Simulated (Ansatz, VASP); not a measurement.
# Cross-check of PN between VASP and Ansatz, part 2 of 2

Aim: how closely do two programs agree when they are given the same cell, functional and k mesh? The cell is generated by rule, not measured, and may not be a known phase. The two relaxations start from unlike cells of this crystal (the structure described is Ansatz's start), so only their ends are compared.

VASP 6.6.1 and Ansatz 0.2.0.

So far: Set-up; Ansatz: relaxation of cell and atoms, PBEsol, pair 1; VASP: relaxation of cell and atoms, PBEsol, pair 1; Differences.

**5. VASP: relaxation of cell and atoms, PBEsol, pair 2**

Level of this step: PBEsol; plane waves and PAW (P, N); invented cell (VASP).

The relaxed volume is the usual yardstick between codes: in a stiff, nearly cubic crystal its relative difference is about their pressure difference at one cell divided by the bulk modulus. This pair takes another cell of the material, with 4 atoms against 2 for the pair before.

INCAR reads:

```
SYSTEM = PN
PREC = Accurate
ENCUT = 600
EDIFF = 1E-07
NELM = 120
ISMEAR = 0
SIGMA = 0.02
LREAL = .FALSE.
ALGO = Normal
GGA = PS
NBANDS = 16
LORBIT = 11
LWAVE = .FALSE.
LCHARG = .FALSE.
ISIF = 3
IBRION = 2
NSW = 80
EDIFFG = -0.005
LASPH = .TRUE.
GGA_COMPAT = .FALSE.
NELMIN = 4
KPAR = 2
```

POSCAR reads:

```
PN
1.0
   -1.8591006931     -1.0733524067     -3.0352575437
    1.6929059040     -2.9321992568     -0.0000000526
   -2.3980106492     -1.3844922360      1.9568616852
P N
2 2
Direct
    0.5440927707      0.5000001070      0.0000750590
    0.9559072293      0.9999998930      0.4999249410
    0.7496763400      0.4999999833      0.4999944807
    0.7503236600      0.0000000167      0.0000055193
```

KPOINTS reads:

```
Automatic mesh
0
Gamma
10 10 8
0 0 0
```

Potentials, in the order of the species: P and N (PBE family, release 64).

Command:

```
mpirun -np 2 vasp_std
```

Numbers of over 12 decimals in the logs are rounded to 6 here.

The program printed:

```text
[banner, memory and clock lines left out]
running    2 mpi-ranks, on    1 nodes
[...]
[... a notice as in an earlier step ...]

 LDA part: xc-table for (Slater+PW92), standard interpolation
 POSCAR, INCAR and KPOINTS ok, starting setup
[...]
entering main loop
       N       E                     dE             d eps       ncg     rms          rms(c)
DAV:   1     0.761788217556E+02    0.76179E+02   -0.11061E+04  8064   0.130E+03
DAV:   2    -0.264008252655E+02   -0.10258E+03   -0.99308E+02 10960   0.253E+02
DAV:   3    -0.304048399537E+02   -0.40040E+01   -0.39869E+01 10920   0.541E+01
DAV:   4    -0.304329668385E+02   -0.28127E-01   -0.28121E-01  9848   0.464E+00
[...]
DAV:  11    -0.281490906716E+02   -0.16340E-06   -0.58065E-05 10648   0.575E-02    0.142E-02
DAV:  12    -0.281490912956E+02   -0.62397E-06   -0.54766E-06 10488   0.201E-02    0.415E-03
DAV:  13    -0.281490913153E+02   -0.19755E-07   -0.22115E-07  7504   0.403E-03
   1 F= -.28149091E+02 E0= -.28149056E+02  d E =-.281491E+02
[... from here on, the cycles between the ionic steps are left out ...]
   2 F= -.28149784E+02 E0= -.28149748E+02  d E =-.693031E-03
   3 F= -.28150178E+02 E0= -.28150140E+02  d E =-.108716E-02
   6 F= -.28150812E+02 E0= -.28150773E+02  d E =-.152307E-03
   7 F= -.28150861E+02 E0= -.28150822E+02  d E =-.201000E-03
   8 F= -.28150861E+02 E0= -.28150822E+02  d E =-.201300E-03
   9 F= -.28150872E+02 E0= -.28150833E+02  d E =-.110964E-04
  10 F= -.28150875E+02 E0= -.28150836E+02  d E =-.139590E-04
  11 F= -.28150885E+02 E0= -.28150847E+02  d E =-.103647E-04
  12 F= -.28150906E+02 E0= -.28150868E+02  d E =-.310784E-04
  13 F= -.28150902E+02 E0= -.28150865E+02  d E =-.273398E-04
  14 F= -.28150912E+02 E0= -.28150874E+02  d E =-.367017E-04
  15 F= -.28150919E+02 E0= -.28150881E+02  d E =-.707831E-05
  16 F= -.28150934E+02 E0= -.28150897E+02  d E =-.225430E-04
  17 F= -.28150943E+02 E0= -.28150906E+02  d E =-.310166E-04
[...]
reached required accuracy - stopping structural energy minimisation
```

OUTCAR, selected parts (step 5):

```text
  Total        0.0133172      0.0161527      0.0039165     -0.0024556     -0.0038954     -0.0067470
  in kB        0.4939908      0.5991700      0.1452805     -0.0910878     -0.1444958     -0.2502743
  external PRESSURE =       0.4128138 kB  Pullay stress =       0.0000000 kB

 POSITION                                       TOTAL-FORCE (eV/Angst)
 -----------------------------------------------------------------------------------
     -2.56353     -3.44252      0.26805         0.000764      0.000441      0.000888
     -1.28982     -4.66960     -1.96107        -0.000764     -0.000441     -0.000888
     -1.75868     -2.97784     -1.33898         0.000638      0.000369      0.001033
     -1.40895     -0.81346     -2.30145        -0.000638     -0.000369     -0.001033
 -----------------------------------------------------------------------------------
    total drift:                               -0.000175      0.000080      0.000008

  FREE ENERGIE OF THE ION-ELECTRON SYSTEM (eV)
  ---------------------------------------------------
  free  energy   TOTEN  =       -28.1509426827 eV

  energy  without entropy=      -28.1508683220  energy(sigma->0) =      -28.15090550

[... 1 part as in an earlier step ...]

[... 3 further parts left out ...]
[key lines of the parts left out:]
E-fermi :   8.1674
```

The run keeps the 4 symmetry operations of its start, so it cannot find a distortion of lower symmetry.

**6. Ansatz: relaxation of cell and atoms, PBEsol, pair 2**

Its own start cell and the same functional, mesh and smearing now go to Ansatz, which takes its cutoff from its data sets.

The two relaxations start from unlike cells of this crystal (the structure described is Ansatz's start), so only their ends are compared.

input.yaml reads:

```yaml
crystal:
  lattice:
    - [-1.5230062315, -0.8793080578, -2.4870027869]
    - [1.5230062315, -2.6379241733, 0.0]
    - [-3.0460124631, -1.7586161155, 2.4870027869]
  atoms:
    - { symbol: P, position: [0.5765184069, 0.5, -9.8097e-05] }
    - { symbol: P, position: [-0.0765184069, 0.0, 0.500098097] }
    - { symbol: "N", position: [0.6477360415, 0.5, 0.5002099981] }
    - { symbol: "N", position: [-0.1477360415, 0.0, -0.0002099981] }
kpoints:
  mp_grid: { grid: [10, 10, 8] }
hamiltonian:
  xc: pbesol
scf:
  occupations: { method: gaussian, width: 0.02 }
output:
  forces: true
  stress: true
  eigenvalues: true
relax:
  adjacent_minimum: "off"
  f_tol: 0.002
  max_steps: 120
  cell: { stress_tol: 0.03 }
```

Command:

```
ansatz run input.yaml --threads 4 --pin off --max-ram 7168MiB --backend cpu --events-out ev --progress --plain --runs-dir out
```

The program printed:

```text
[...]
Crystal: 4 atoms, lattice volume = 39.967 Å³
Basis set: ecut = 420 eV, 775 PW (Γ), exchange–correlation on 48×48×60 points (8 copies of the dense FFT grid, shifted against one another)
Bands: 14, of which v1, the nominal top of the filled ones, is band 10 counted from 1 (9 counted from 0)
Symmetry: 4 space group operations
[...]
k-points: 252 of 800
[...]
cell:  # Å, volume = 43.3260 Å³
    - [-1.886097, -1.088939, -3.079995]
    - [1.699606, -2.943804, 3.1117763500055973e-11]
    - [-2.389249, -1.379434, 1.950799]
  atoms:
    - { symbol: P, position: [0.546056, 0.500000, 4.959935349102551e-7] }
    - { symbol: P, position: [-0.046056, -6.594883337171026e-18, 0.500000] }
    - { symbol: N, position: [0.751393, 0.500000, 0.500000] }
    - { symbol: N, position: [-0.251393, -4.686844941899861e-18, 1.2414686870187985e-7] }
[key lines of the parts left out:]
SCF converged after 8 iterations
Free energy (F): -2236.399328 eV
Fermi energy:    10.049561 eV
P = ⅓ Tr σ = 0.0132 GPa (0.132 kbar)
```

**7. Side by side**

The two programs side by side:

| quantity | Ansatz | VASP | difference |
| --- | --- | --- | --- |
| volume (Å³) | 43.33 | 43.19 | +0.31 % |
| edge a after relaxation, in the typed setting (Å) | 3.772 | 3.767 | +0.14 % |
| edge b after relaxation, in the typed setting (Å) | 3.399 | 3.399 | +0.00 % |
| edge c after relaxation, in the typed setting (Å) | 3.379 | 3.373 | +0.17 % |

**8. VASP: relaxation of cell and atoms, PBEsol, pair 3**

The relaxed volume is the usual yardstick between codes: in a stiff, nearly cubic crystal its relative difference is about their pressure difference at one cell divided by the bulk modulus. This pair takes another cell of the material, with 2 atoms against 4 for the pair before.

INCAR: that of step 5 with these lines changed.

```diff
@@ -10,3 +10,3 @@
 GGA = PS
-NBANDS = 16
+NBANDS = 11
 LORBIT = 11
@@ -21,2 +21,3 @@
 NELMIN = 4
+EFERMI = MIDGAP
 KPAR = 2
```

POSCAR reads:

```
PN
1.0
    1.6247361942      0.8293500183      2.5762928254
   -1.6247361942      0.8293500183      2.5762928254
    0.0000000000     -1.8761128445      2.6531608063
P N
1 1
Direct
    0.5416022489      0.5416022489      0.4583902599
    0.9177054717      0.9177054717      0.0823013444
```

KPOINTS reads:

```
Automatic mesh
0
Gamma
12 12 12
0 0 0
```

Command:

```
mpirun -np 2 vasp_std
```

The program printed:

```text
[banner, memory and clock lines left out]
running    2 mpi-ranks, on    1 nodes
[...]
[... a notice as in an earlier step ...]

 LDA part: xc-table for (Slater+PW92), standard interpolation
 POSCAR, INCAR and KPOINTS ok, starting setup
[...]
entering main loop
       N       E                     dE             d eps       ncg     rms          rms(c)
DAV:   1     0.191813761693E+02    0.19181E+02   -0.50965E+03 10504   0.897E+02
DAV:   2    -0.131223479726E+02   -0.32304E+02   -0.30931E+02 13393   0.164E+02
DAV:   3    -0.142550597975E+02   -0.11327E+01   -0.11291E+01 13027   0.286E+01
DAV:   4    -0.142597436404E+02   -0.46838E-02   -0.46828E-02 12039   0.202E+00
[...]
DAV:  11    -0.130650560314E+02    0.12520E-04   -0.49417E-05 12606   0.524E-02    0.128E-02
DAV:  12    -0.130650570529E+02   -0.10215E-05   -0.60329E-06 12022   0.199E-02    0.539E-03
DAV:  13    -0.130650570535E+02   -0.59481E-09   -0.45397E-07 10158   0.472E-03
   1 F= -.13065057E+02 E0= -.13065057E+02  d E =-.130651E+02
[... from here on, the cycles between the ionic steps are left out ...]
   2 F= -.13065058E+02 E0= -.13065058E+02  d E =-.111708E-05
   3 F= -.13065062E+02 E0= -.13065062E+02  d E =-.519715E-05
   4 F= -.13065069E+02 E0= -.13065069E+02  d E =-.683709E-05
   5 F= -.13065071E+02 E0= -.13065071E+02  d E =-.858233E-05
[...]
reached required accuracy - stopping structural energy minimisation
```

From OUTCAR (step 8):

```text
  Total       -0.0006480      0.0012725      0.0001198      0.0000000      0.0012212      0.0000000
  in kB       -0.0454971      0.0893482      0.0084125      0.0000000      0.0857505      0.0000000
  external PRESSURE =       0.0174212 kB  Pullay stress =       0.0000000 kB

 POSITION                                       TOTAL-FORCE (eV/Angst)
 -----------------------------------------------------------------------------------
      0.00000      0.03744      4.00411         0.000000     -0.000037     -0.000189
      0.00000      1.36728      4.94450         0.000000      0.000037      0.000189
 -----------------------------------------------------------------------------------
    total drift:                               -0.000000     -0.000064     -0.000045

  FREE ENERGIE OF THE ION-ELECTRON SYSTEM (eV)
  ---------------------------------------------------
  free  energy   TOTEN  =       -13.0650708330 eV

  energy  without entropy=      -13.0650708330  energy(sigma->0) =      -13.06507083

[... 2 parts as in an earlier step ...]

[... 2 further parts left out ...]
[key lines of the parts left out:]
E-fermi :   7.9675
```

**9. Ansatz: relaxation of cell and atoms, PBEsol, pair 3**

Its own start cell and the same functional, mesh and smearing now go to Ansatz, which takes its cutoff from its data sets.

The two relaxations start from unlike cells of this crystal (the structure described is Ansatz's start), so only their ends are compared.

input.yaml, the sections that differ from step 6:

```yaml
crystal:
  lattice:
    - [1.5230062315, 0.8793080578, 2.4870027869]
    - [-1.5230062315, 0.8793080578, 2.4870027869]
    - [0.0, -1.7586161155, 2.4870027869]
  atoms:
    - { symbol: P, position: [0.5335936919, 0.5335936919, 0.4664068122] }
    - { symbol: "N", position: [-0.0742859297, -0.0742859297, 0.074284815] }
kpoints:
  mp_grid: { grid: [12, 12, 12] }
output:
  forces: true
  stress: true
  eigenvalues: true
  write_density: true
  write_potential: true
  elf: true
  volumetric_format: npy
# hamiltonian, scf, relax: as in step 6
```

Command:

```
ansatz run input.yaml --threads 4 --pin off --max-ram 7168MiB --backend cpu --events-out ev --progress --plain --runs-dir out
```

The program printed:

```text
[...]
Crystal: 2 atoms, lattice volume = 19.983 Å³
Basis set: ecut = 420 eV, 387 PW (Γ), exchange–correlation on 48×48×48 points (8 copies of the dense FFT grid, shifted against one another)
Bands: 9, of which v1, the nominal top of the filled ones, is band 5 counted from 1 (4 counted from 0)
Symmetry: 2 space group operations
[...]
--- Band table (eV; the first three rows and the last of 476) ---
[...]
--- Relaxed structure (47 steps of the walk, 46 accepted, 8 SCFs on fresh bases) ---
[...]
cell:  # Å, volume = 30.3922 Å³
    - [1.349738, 0.776246, 2.205216]
    - [-1.349738, 0.776246, 2.205216]
    - [-2.1703607387935503e-16, -4.021845, 3.078283]
  atoms:
    - { symbol: P, position: [0.532682, 0.532682, 0.360691] }
    - { symbol: N, position: [-0.073375, -0.073375, 0.180001] }
[key lines of the parts left out:]
SCF converged after 5 iterations
Free energy (F): -1118.130985 eV
Fermi energy:    5.472261 eV
P = ⅓ Tr σ = 0.0049 GPa (0.049 kbar)
```

**10. Differences**

The two programs side by side:

| quantity | Ansatz | VASP | difference |
| --- | --- | --- | --- |
| volume (Å³) | 30.39 | 22.82 | +33.19 % |
| edge a after relaxation, in the typed setting (Å) | 2.700 | 3.155 | -14.43 % |
| edge c after relaxation, in the typed setting (Å) | 5.065 | 3.248 | +55.94 % |

Found at a tolerance of 0.01 Å, the end structures differ in symmetry: Cm in Ansatz, I4mm in VASP.

**11. Summary of results**

| Item | Value |
| --- | --- |
| difference in volume (relaxation of cell and atoms, PBEsol, pair 1) | 1.9 % |
| difference in volume (relaxation of cell and atoms, PBEsol, pair 2) | 0.31 % |
| difference in edge c after relaxation, in the typed setting (relaxation of cell and atoms, PBEsol, pair 3) | 56 % |

What this shows: The difference in edge c after relaxation, in the typed setting is 56 % (relaxation of cell and atoms, PBEsol, pair 3), beyond the 1.2 % picked in this series as the mark of a large difference, as far as the stopping tolerances let one tell. What causes the difference of the relaxation of cell and atoms, PBEsol, pair 1 pair stays open here. What causes the difference of the relaxation of cell and atoms, PBEsol, pair 3 pair stays open here. 1 further run of this series is not shown here. How closely two codes agree says nothing of how well the functional describes the real material.

[Lines on the potential files, build, host, timing and source positions are cut from VASP's logs without a mark.]

[Logs are printed without paths, hosts, clocks, repeated set-up lines and the standing remarks that a program may print on its own settings, such as how far it seeks lower states.]

[Hosts, paths, dates, database ids (printed as entryN), source tags and the programs' standing remarks are cut or masked in the printed files.]
